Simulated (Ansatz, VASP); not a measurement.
# Cross-check of WC (Qusongite) between VASP and Ansatz, part 2 of 2

Wanted: the spread between two codes on one cell, functional and k mesh. The structure shown is the end of the Ansatz relaxation below.

VASP 6.6.1 and Ansatz 0.2.0.

So far. Step 3 (VASP: single point, PBEsol, pair 1): The run ends at a pressure of 5.98 GPa.

### 6. VASP: single point, PBEsol, pair 2

Level of this step: PBEsol; plane waves and PAW (C, W) (VASP).

The same cell, functional, mesh and smearing now go to VASP, with its own data sets.

Contents of INCAR:

```
SYSTEM = WC
PREC = Accurate
ENCUT = 600
EDIFF = 1E-06
NELM = 120
ISMEAR = 1
SIGMA = 0.2
LREAL = .FALSE.
ALGO = Normal
GGA = PS
NBANDS = 11
LASPH = .TRUE.
LORBIT = 11
LWAVE = .FALSE.
LCHARG = .FALSE.
ISIF = 2
GGA_COMPAT = .FALSE.
KPAR = 2
```

Contents of POSCAR:

```
WC
1.0
    2.9167260862      0.0000000000      0.0000000000
   -1.4583630431      2.5259588865      0.0000000000
    0.0000000000      0.0000000000      2.7432536454
C W
1 1
Direct
    0.6666666561      0.3333333439      0.5000000000
    0.0000000106      0.9999999894      0.0000000000
```

Contents of KPOINTS:

```
Automatic mesh
0
Gamma
18 18 16
0 0 0
```

The projector-augmented-wave data sets are C and W (PBE family, release 64).

On the command line:

```bash
> mpirun -np 2 vasp_std
```

Numbers of over 12 decimals in the logs are rounded to 6 here.

The program printed:

```text
[banner, memory and clock lines left out]
running    2 mpi-ranks, on    1 nodes
[...]
[... a notice as in an earlier step ...]

 LDA part: xc-table for (Slater+PW92), standard interpolation
 POSCAR, INCAR and KPOINTS ok, starting setup
[...]
entering main loop
       N       E                     dE             d eps       ncg     rms          rms(c)
DAV:   1     0.289788194431E+02    0.28979E+02   -0.55244E+03  7326   0.932E+02
DAV:   2    -0.246840784001E+02   -0.53663E+02   -0.51014E+02  8451   0.218E+02
DAV:   3    -0.269000805978E+02   -0.22160E+01   -0.21891E+01  9207   0.366E+01
DAV:   4    -0.269152754252E+02   -0.15195E-01   -0.15190E-01  8001   0.351E+00
[...]
DAV:  11    -0.239266965007E+02    0.12475E-04   -0.94066E-05  8857   0.697E-02    0.118E-02
DAV:  12    -0.239266939609E+02    0.25398E-05   -0.53301E-06  7850   0.158E-02    0.835E-03
DAV:  13    -0.239266939428E+02    0.18095E-07   -0.32000E-07  3926   0.522E-03
   1 F= -.23926694E+02 E0= -.23926425E+02  d E =-.806599E-03
```

From OUTCAR (step 6):

```text
  Total       -0.0170689     -0.0170689      3.6533145      0.0000000     -0.0000000     -0.0000000
  in kB       -1.3530977     -1.3530977    289.6074630      0.0000000     -0.0000000     -0.0000000
  external PRESSURE =      95.6337558 kB  Pullay stress =       0.0000000 kB

 POSITION                                       TOTAL-FORCE (eV/Angst)
 -----------------------------------------------------------------------------------
      1.45836      0.84199      1.37163        -0.000000      0.000000      0.000000
     -1.45836      2.52596      0.00000         0.000000      0.000000      0.000000
 -----------------------------------------------------------------------------------
    total drift:                                0.000014     -0.000008     -0.000000

  FREE ENERGIE OF THE ION-ELECTRON SYSTEM (eV)
  ---------------------------------------------------
  free  energy   TOTEN  =       -23.9266939428 eV

  energy  without entropy=      -23.9258873442  energy(sigma->0) =      -23.92642508

[... 1 part as in an earlier step ...]

[... 2 further parts left out ...]
[key lines of the parts left out:]
E-fermi :   8.5212
```

The run ends at a pressure of 9.56 GPa.

### 7. Comparison

What differs besides the data sets and the points named for the pairs above, as far as they apply: the data sets hold 18 valence electrons in Ansatz (on its PAW soft_1 files) and 10 in VASP. Total energies have different zeros and are not compared.

Compared:

| quantity | Ansatz | VASP | difference |
| --- | --- | --- | --- |
| pressure (GPa) | 9.74 | 9.56 | +0.18 |

### 8. Ansatz: relaxation, PBEsol

This run makes the geometry at which the two programs are then compared. The cell compared in this pair holds 20.45 Å³, against 20.21 Å³ for the pair before.

The structure compared here is the end of the Ansatz relaxation.

Contents of input.yaml:

```yaml
crystal:
  lattice:
    - [2.8985956534, 0.0, 0.0]
    - [-1.4492978267, 2.5102574712, 0.0]
    - [0.0, 0.0, 2.7998155762]
  atoms:
    - { symbol: C, position: [0.6666666667, 0.3333333333, 0.5] }
    - { symbol: W, position: [0.0, 0.0, 0.0] }
kpoints:
  mp_grid: { grid: [18, 18, 16] }
hamiltonian:
  xc: pbesol
  pseudopotentials: { kind: paw, azcp: { folder: soft_1 }, xc_functional: pbe }
scf:
  occupations: { method: methfessel_paxton, width: 0.2 }
output:
  forces: true
  stress: true
  eigenvalues: true
relax:
  adjacent_minimum: "off"
  f_tol: 0.001
  max_steps: 60
  cell: { stress_tol: 0.01, fix: [c, angles] }
```

On the command line:

```bash
> ansatz run input.yaml --threads 4 --pin off --max-ram 10240MiB --backend cpu --events-out ev --progress --plain --runs-dir out
```

The program printed:

```text
[...]
Crystal: 2 atoms, lattice volume = 20.372 Å³
Basis set: ecut = 420 eV, 405 PW (Γ), exchange–correlation on 40×40×40 points (8 copies of the dense FFT grid, shifted against one another)
Bands: 13, of which v1, the nominal top of the filled ones, is band 9 counted from 1 (8 counted from 0)
Symmetry: 4 space group operations
k-points: 819 of 5184 (time reversal used)
[...]
k-point 818: bands = [... 5 lower, 14.0889, 16.1494, 16.4700, 20.9948, 25.1029, 26.1567, 27.4384, 30.0030]
--- Relaxed structure (4 steps of the walk, 4 accepted, 1 SCFs on fresh bases) ---
[...]
cell:  # Å, volume = 20.4525 Å³
    - [2.904313, -3.243155315530221e-19, 0.0]
    - [-1.452156, 2.515209, 0.0]
    - [0.0, 0.0, 2.7998155762]
  atoms:
    - { symbol: C, position: [0.666667, 0.333333, 0.5] }
    - { symbol: W, position: [6.7058732214707226e-9, -6.705873258478157e-9, 0.0] }
[key lines of the parts left out:]
SCF converged after 4 iterations
Free energy (F): -10504.740465 eV
Fermi energy:    20.651210 eV
P = ⅓ Tr σ = 3.1112 GPa (31.112 kbar)
```

### 9. VASP: single point, PBEsol, pair 3

The same cell, functional, mesh and smearing now go to VASP, with its own data sets.

INCAR is that of step 6.

Contents of POSCAR:

```
WC
1.0
    2.9043126562      0.0000000000      0.0000000000
   -1.4521563281      2.5152085408      0.0000000000
    0.0000000000      0.0000000000      2.7998155762
C W
1 1
Direct
    0.6666666600      0.3333333400      0.5000000000
    0.0000000067      0.9999999933      0.0000000000
```

KPOINTS is that of step 6.

On the command line:

```bash
> mpirun -np 2 vasp_std
```

The program printed:

```text
[... set-up lines as in an earlier step ...]
 entering main loop
       N       E                     dE             d eps       ncg     rms          rms(c)
DAV:   1     0.275318856937E+02    0.27532E+02   -0.54482E+03  7326   0.926E+02
DAV:   2    -0.247288079442E+02   -0.52261E+02   -0.49609E+02  8388   0.214E+02
DAV:   3    -0.269414986944E+02   -0.22127E+01   -0.21857E+01  9152   0.368E+01
DAV:   4    -0.269569054552E+02   -0.15407E-01   -0.15400E-01  8042   0.347E+00
[...]
DAV:  11    -0.239759559864E+02    0.15546E-04   -0.11793E-04  9090   0.753E-02    0.153E-02
DAV:  12    -0.239759527219E+02    0.32645E-05   -0.77563E-06  7964   0.187E-02    0.754E-03
DAV:  13    -0.239759526776E+02    0.44255E-07   -0.32520E-07  3918   0.559E-03
   1 F= -.23975953E+02 E0= -.23975669E+02  d E =-.852469E-03
```

Parts of OUTCAR (step 9):

```text
  Total       -0.0607204     -0.0607204      1.1519070     -0.0000000      0.0000000      0.0000000
  in kB       -4.7566175     -4.7566175     90.2362862     -0.0000000      0.0000000      0.0000000
  external PRESSURE =      26.9076837 kB  Pullay stress =       0.0000000 kB

 POSITION                                       TOTAL-FORCE (eV/Angst)
 -----------------------------------------------------------------------------------
      1.45216      0.83840      1.39991        -0.000000      0.000000      0.000000
     -1.45216      2.51521      0.00000         0.000000      0.000000      0.000000
 -----------------------------------------------------------------------------------
    total drift:                                0.000009     -0.000005     -0.000000

  FREE ENERGIE OF THE ION-ELECTRON SYSTEM (eV)
  ---------------------------------------------------
  free  energy   TOTEN  =       -23.9759526776 eV

  energy  without entropy=      -23.9751002087  energy(sigma->0) =      -23.97566852

[... 1 part as in an earlier step ...]

[... 2 further parts left out ...]
[key lines of the parts left out:]
E-fermi :   8.3514
```

The run ends at a pressure of 2.69 GPa.

### 10. Differences

What differs besides the data sets and the points named for the pairs above, as far as they apply: the data sets hold 18 valence electrons in Ansatz (on its PAW soft_1 files) and 10 in VASP. Total energies have different zeros and are not compared.

The two programs side by side:

| quantity | Ansatz | VASP | difference |
| --- | --- | --- | --- |
| pressure (GPa) | 3.11 | 2.69 | +0.42 |

### 11. What came out

```json
{
  "difference in pressure (single point, PBEsol, pair 1)": "0.36 GPa",
  "difference in pressure (single point, PBEsol, pair 2)": "0.18 GPa",
  "difference in pressure (single point, PBEsol, pair 3)": "0.42 GPa"
}
```

The difference in pressure is 0.42 GPa (single point, PBEsol, pair 3), within the 1 GPa picked in this series as the mark of a large difference. The data sets hold unlike numbers of valence electrons (18 in Ansatz and 10 in VASP), so part of the differences comes from the potentials. 13 further runs of this series are not shown here. How closely two codes agree says nothing of how well the functional describes the real material.

[Lines on the potential files, build, host, timing and source positions are cut from VASP's logs without a mark.]

[Logs are printed without paths, hosts, clocks, repeated set-up lines and the standing remarks that a program may print on its own settings, such as how far it seeks lower states.]

[Hosts, paths, dates, database ids (printed as entryN), source tags and the programs' standing remarks are cut or masked in the printed files.]
